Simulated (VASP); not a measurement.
**From an Ansatz input to VASP: NaSnI3 (cubic perovskite)**

Ansatz input

```yaml
crystal:
  lattice:
    - [6.2015391289, 0.0, 0.0]
    - [0.0, 6.2015391289, 0.0]
    - [0.0, 0.0, 6.2015391289]
  atoms:
    - { symbol: Na, position: [0.0, 0.0, 0.0] }
    - { symbol: Sn, position: [0.5, 0.5, 0.5] }
    - { symbol: I, position: [0.5, 0.5, 0.0] }
    - { symbol: I, position: [0.5, 0.0, 0.5] }
    - { symbol: I, position: [0.0, 0.5, 0.5] }
kpoints:
  mp_grid: { grid: [4, 4, 4] }
  band_path:
    path: [[0.0, 0.0, 0.0], [0.0, 0.5, 0.0], [0.5, 0.5, 0.0], [0.5, 0.5, 0.5]]
    npoints: 1
hamiltonian:
  xc: pbe
scf:
  occupations: { method: fermi_dirac, width: 0.02 }
  n_extra_bands: 5
output:
  forces: true
  stress: true
  eigenvalues: true
  write_density: true
  write_potential: true
  elf: true
  volumetric_format: npy
```

Write VASP inputs for this cell and level of theory.



INCAR

```
NBANDS = 29
ENCUT = 520
PREC = Accurate
ISMEAR = -1
SIGMA = 0.02
LWAVE = .FALSE.
LCHARG = .FALSE.
IBRION = -1
LASPH = .TRUE.
LREAL = .FALSE.
EDIFF = 1E-7
NSW = 0
ISIF = 2
NELM = 120
GGA = PE
```

KPOINTS

```
KPOINTS created by Atomic Simulation Environment
0
Gamma
4 4 4
0 0 0
```

KPOINTS_OPT

```
special points
4
Reciprocal
0.0000000000 0.0000000000 0.0000000000 1
0.0000000000 0.5000000000 0.0000000000 1
0.5000000000 0.5000000000 0.0000000000 1
0.5000000000 0.5000000000 0.5000000000 1
```

POSCAR

```
Na Sn I
 1.0000000000000000
     6.2015391288785180   -0.0000000000000000   -0.0000000000000000
    -0.0000000000000000    6.2015391288785180    0.0000000000000000
    -0.0000000000000000    0.0000000000000000    6.2015391288785180
 Na  Sn  I
   1   1   3
Cartesian
  0.0000000000000000 -0.0000000000000000 -0.0000000000000000
  3.1007695644392590  3.1007695644392590  3.1007695644392590
  3.1007695644392590  3.1007695644392590 -0.0000000000000000
  3.1007695644392590 -0.0000000000000000  3.1007695644392590
 -0.0000000000000000  3.1007695644392590  3.1007695644392590
```

VASP ran with the recommended PBE PAW datasets (42 valence electrons in the cell). Other inputs would serve too.

```tsv
	Ansatz	VASP
gap between bands v and c	0.30 eV	0.30 eV
least direct gap	0.30 eV	0.30 eV
pressure	0.3 GPa	0.3 GPa
```

The two codes use different PAW datasets and cutoffs. VASP's cell holds 42 valence electrons and Ansatz's 74. Ansatz's stress includes a Pulay correction; VASP's doesn't.
